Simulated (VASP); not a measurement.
```
CELL_PARAMETERS angstrom
      4.03627    -2.17706     0.01272
      4.03627     2.17706     0.01272
      2.85074     0.00000     3.59229
ATOMIC_POSITIONS crystal
  Sb 0.23179 0.23179 0.23179
  Sb 0.76821 0.76821 0.76821
```

Method: r2SCAN meta-GGA, VASP's PBE PAW potentials (set 64) (plane waves; VASP). Run with 400 eV cut-off, 8×8×8 Γ-centred mesh, tetrahedra with Blöchl corrections, potentials Sb.

**Question.** Give the energies of bands 2 to 8 at the high-symmetry points, in eV from the Fermi level.

**Answer.** 
```tsv
band	Γ	T	H2	L	S0	F
2	-4.94	-9.00	-9.23	-9.79	-9.35	-8.26
3	-2.09	-1.41	-4.96	-2.11	-5.26	-5.33
4	-1.87	-1.41	-4.79	-1.97	-3.15	-3.72
5	-1.87	-0.36	-0.84	-0.25	-2.92	-3.69
6	2.03	0.31	0.92	-0.02	2.93	1.82
7	2.75	0.31	4.85	0.47	3.31	5.03
8	2.75	1.38	4.91	0.77	4.57	5.84
```

It has no gap at this level: it comes out as a metal or semimetal.

The compound is Sb in the a7 structure. It was relaxed first.
